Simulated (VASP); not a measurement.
# In with and without spin-orbit coupling, part 4 of 4

Aim: run bands, DOS and a relaxation of In twice, without and with spin-orbit coupling. All runs use r2SCAN. Left out of this account: 1 further run (self-consistent run: a reference on another mesh). The start is a cell from a database of measured crystal structures.

VASP 6.6.1, plane waves and PAW; the level of theory is named at each step.

Still holding for the runs below: This run has no spin polarisation. Its electron count is odd, so without a moment it is a metal by construction.

So far. Step 5 (Density of states (r2SCAN + SOC)): The DOS at the Fermi level goes from 0.373 to 0.372 states/eV/cell, a number that is sensitive to the mesh. The run took 3.5 times the core time, with 24 spinor bands against 17. Of the states within 0.3 eV of the Fermi level, the largest shares in the PAW spheres are In p 31 % and In s 18 %. The rest lies in smaller channels or between the spheres. Step 6 (Relaxing cell and atoms (r2SCAN)): It ends with forces that vanish by symmetry and a pressure of -0.03 GPa.

### Step 7. Relaxing cell and atoms (r2SCAN + SOC)

This step: r2SCAN, spin-orbit coupling; plane waves and PAW (In_d) (VASP 6.6.1).

The same relaxation with spinors and spin-orbit coupling.

Contents of INCAR:

```
SYSTEM = In
PREC = Accurate
ENCUT = 400
EDIFF = 1E-06
NELM = 100
ISMEAR = -1
SIGMA = 0.05
LREAL = .FALSE.
ALGO = Normal
METAGGA = R2SCAN
LASPH = .TRUE.
LNONCOLLINEAR = .TRUE.
MAGMOM = 0 0 0
NBANDS = 24
GGA_COMPAT = .FALSE.
LSORBIT = .TRUE.
LORBIT = 11
LWAVE = .FALSE.
LCHARG = .FALSE.
KPAR = 2
IBRION = 2
NSW = 60
ISIF = 3
EDIFFG = -0.01
```

Contents of POSCAR:

```
In
1.0
   -1.6254700000      1.6254700000      2.4737000000
    1.6254700000     -1.6254700000      2.4737000000
    1.6254700000      1.6254700000     -2.4737000000
In
1
Direct
    0.0000000000      0.0000000000      0.0000000000
```

Contents of KPOINTS:

```
Automatic mesh
0
Gamma
14 14 14
0 0 0
```

The projector-augmented-wave data sets are In_d (PBE family, release 64).

The run is started by

```bash
mpirun -np 2 vasp_ncl
```

Log:

```text
[... set-up lines as in an earlier step ...]
 entering main loop
       N       E                     dE             d eps       ncg     rms          rms(c)
[... 15 cycles as in an earlier step ...]
   1 F= -.22609610E+02 E0= -.22608019E+02  d E =-.226096E+02  mag=     0.0000    -0.0000    -0.0000
 curvature:   0.00 expect dE= 0.000E+00 dE for cont linesearch  0.000E+00
 trial: gam= 0.00000 g(F)=  0.675E-61 g(S)=  0.324E-03 ort = 0.000E+00 (trialstep = 0.100E+01)
 search vector abs. value=  0.324E-03
 bond charge predicted
       N       E                     dE             d eps       ncg     rms          rms(c)
DAV:   1    -0.226121466720E+02   -0.25373E-02   -0.66925E-02 15240   0.437E+00    0.293E-01
DAV:   2    -0.226103438810E+02    0.18028E-02   -0.44252E-03 14432   0.146E+00    0.138E-01
DAV:   3    -0.226098984981E+02    0.44538E-03   -0.74818E-04 16944   0.682E-01    0.603E-02
DAV:   4    -0.226098709644E+02    0.27534E-04   -0.11978E-04 17064   0.154E-01    0.216E-02
DAV:   5    -0.226098714312E+02   -0.46689E-06   -0.13393E-05 19008   0.500E-02    0.155E-02
DAV:   6    -0.226098722041E+02   -0.77284E-06   -0.12532E-06 10008   0.135E-02
   2 F= -.22609872E+02 E0= -.22608350E+02  d E =-.262415E-03  mag=    -0.0000     0.0000     0.0000
[... from here on, the cycles between the ionic steps are left out ...]
   3 F= -.22609929E+02 E0= -.22608523E+02  d E =-.319046E-03  mag=     0.0000    -0.0000    -0.0000
   4 F= -.22610003E+02 E0= -.22608564E+02  d E =-.393297E-03  mag=    -0.0000     0.0000     0.0000
   5 F= -.22610114E+02 E0= -.22608733E+02  d E =-.111084E-03  mag=     0.0000    -0.0000    -0.0000
   6 F= -.22610114E+02 E0= -.22608746E+02  d E =-.111062E-03  mag=    -0.0000    -0.0000    -0.0000
   7 F= -.22610115E+02 E0= -.22608745E+02  d E =-.111920E-03  mag=     0.0000    -0.0000     0.0000
   8 F= -.22610116E+02 E0= -.22608741E+02  d E =-.112651E-03  mag=    -0.0000     0.0000     0.0000
   9 F= -.22610115E+02 E0= -.22608738E+02  d E =-.112332E-03  mag=     0.0000     0.0000    -0.0000
 curvature:  -1.67 expect dE=-0.452E-04 dE for cont linesearch -0.493E-07
 trial: gam=-0.15148 g(F)=  0.375E-61 g(S)=  0.270E-04 ort = 0.358E-05 (trialstep = 0.975E+00)
 search vector abs. value=  0.359E-04
 bond charge predicted
       N       E                     dE             d eps       ncg     rms          rms(c)
DAV:   1    -0.226104789327E+02   -0.36331E-03   -0.89751E-03 15360   0.182E+00    0.117E-01
DAV:   2    -0.226101843649E+02    0.29457E-03   -0.66211E-04 14456   0.581E-01    0.491E-02
DAV:   3    -0.226101280725E+02    0.56292E-04   -0.11942E-04 16640   0.253E-01    0.226E-02
DAV:   4    -0.226101263914E+02    0.16811E-05   -0.13663E-05 15312   0.474E-02    0.850E-03
DAV:   5    -0.226101266426E+02   -0.25127E-06   -0.11775E-06 12656   0.198E-02
  10 F= -.22610127E+02 E0= -.22608743E+02  d E =-.112237E-04  mag=     0.0000    -0.0000     0.0000
 trial-energy change:   -0.000011  1 .order   -0.000019   -0.000026   -0.000013
 step:   1.9453(harm=  1.9453)  dis= 0.00000  next Energy=   -22.610141 (dE=-0.258E-04)
 reached required accuracy - stopping structural energy minimisation
```

It took 54 min on 2 MPI ranks of Intel Xeon Platinum 8488C (Sapphire Rapids), shared host; peak memory 0.62 GiB.

From OUTCAR (step 7):

```text
   NELECT =      13.0000    total number of electrons

 E-fermi :   7.4831

 k-point     1 :       0.0000    0.0000    0.0000
  band No.  band energies     occupation
    ...
      8      -7.3538      1.00000
      9      -7.2770      1.00000
     10      -7.2770      1.00000
     11      -2.5630      1.00000
     12      -2.5630      1.00000
     13      18.0397      0.00000
     14      18.0397      0.00000
     15      18.8550      0.00000
     16      18.8550      0.00000
     17      19.0453      0.00000
    ...

  Total       -0.0070540     -0.0070540     -0.0092584      0.0000000      0.0000000      0.0000000
  in kB       -0.4307442     -0.4307442     -0.5653540      0.0000000      0.0000000      0.0000000
  external PRESSURE =      -0.4756141 kB  Pullay stress =       0.0000000 kB

 POSITION                                       TOTAL-FORCE (eV/Angst)
 -----------------------------------------------------------------------------------
      1.61954      1.61954     -2.50082         0.000000      0.000000      0.000000
 -----------------------------------------------------------------------------------
    total drift:                                0.000000      0.000000     -0.000000

  FREE ENERGIE OF THE ION-ELECTRON SYSTEM (eV)
  ---------------------------------------------------
  free  energy   TOTEN  =       -22.6101266426 eV

  energy  without entropy=      -22.6073602522  energy(sigma->0) =      -22.60874345

 Spin-Orbit-Coupling matrix elements
 Ion:    1  E_soc:     -0.0672248

 magnetization (x)
# of ion       s       p       d       tot
------------------------------------------
    1       -0.000  -0.000   0.000  -0.000

 magnetization (y)
# of ion       s       p       d       tot
------------------------------------------
    1        0.000   0.000  -0.000   0.000

 magnetization (z)
# of ion       s       p       d       tot
------------------------------------------
    1        0.000  -0.000  -0.000  -0.000

[... 8 parts as in an earlier step ...]

[... 10 further parts left out ...]
```

CONTCAR:

```
In
   1.00000000000000
    -1.6195421575743141    1.6195421575743141    2.5008151667844305
     1.6195421575743141   -1.6195421575743141    2.5008151667844305
     1.6195421575743141    1.6195421575743141   -2.5008151667844305
  In
     1
Direct
     0.0000000000000000    0.0000000000000000    1.0000000000000000
```

Step by step:

```tsv
step	energy less that of the first step (eV)	largest force (eV/Å)	pressure (GPa)	volume (Å³)
1	0.0000	0.0000	0.14	26.14
2	-0.0003	0.0000	0.04	26.23
3	-0.0003	0.0000	-0.31	26.42
4	-0.0004	0.0000	-0.24	26.35
5	-0.0005	0.0000	-0.10	26.28
6	-0.0005	0.0000	-0.06	26.26
7	-0.0005	0.0000	-0.06	26.26
8	-0.0005	0.0000	-0.07	26.27
9	-0.0005	0.0000	-0.08	26.28
10	-0.0005	0.0000	-0.05	26.24
```

```tsv
conventional cell, symmetrised	before	after	change
a (Å)	3.251	3.239	-0.4 %
b (Å)	3.251	3.239	-0.4 %
c (Å)	4.947	5.002	+1.1 %
volume (Å³/atom)	26.14	26.24	+0.4 %
```

The relaxed structure:

```cif
data_structure
_symmetry_space_group_name_H-M 'P 1'
_symmetry_Int_Tables_number 1
_cell_length_a 3.3912
_cell_length_b 3.3912
_cell_length_c 3.3912
_cell_angle_alpha 122.945
_cell_angle_beta 122.945
_cell_angle_gamma 84.970
_cell_volume 26.24
loop_
_atom_site_label
_atom_site_type_symbol
_atom_site_fract_x
_atom_site_fract_y
_atom_site_fract_z
_atom_site_occupancy
In1 In 0.00000 0.00000 0.00000 1
```

This step gave:

```
bands                           : 24
free energy (TOTEN)             : -22.61 eV
energy at zero smearing         : -22.61 eV
Fermi energy                    : 7.483 eV
pressure                        : -0.04756 GPa
SCF cycles over all ionic steps : 63
```

On-site spin-orbit energy by atom:

```tsv
atom	on-site spin-orbit energy (eV)
In1	-0.0672
```

The cell ends at 26.24 Å³/atom, -0.1 % from the run without the coupling. The run took 11 times the core time, with 24 spinor bands against 12.

The cell grew by 0.4 % in volume.

### Step 8. The runs together

| quantity | without | with spin-orbit coupling |
| --- | --- | --- |
| gap (eV) | none | none |
| core minutes, bands | 4.4 | 25 |
| DOS at the Fermi level (states/eV/cell) | 0.373 | 0.372 |
| core minutes, DOS | 3.8 | 13 |
| relaxed volume (Å³/atom) | 26.25 | 26.24 |
| core minutes, relaxation | 9.7 | 108 |

### Step 9. Summary of results

```yaml
gap_ev_without_with: none → none
dos_at_the_fermi_level_states_ev_cell_without_with: 0.373 → 0.372
relaxed_volume_a3_atom_without_with: 26.25 → 26.24
```

In has no gap with or without spin-orbit coupling. The relaxed volume moves by -0.1 %. The spinor runs cost 3.5 to 11 times as much, on a shared host.

[Lines on the potential files, build, host, timing and source positions are cut from VASP's logs without a mark.]

[Logs are printed without paths, hosts, clocks, repeated set-up lines and the standing remarks that a program may print on its own settings, such as how far it seeks lower states.]

[Hosts, paths, dates, database ids (printed as entryN), source tags and the programs' standing remarks are cut or masked in the printed files.]

[A measured line is paired with the nearest computed mode of its activity, which favours agreement.]
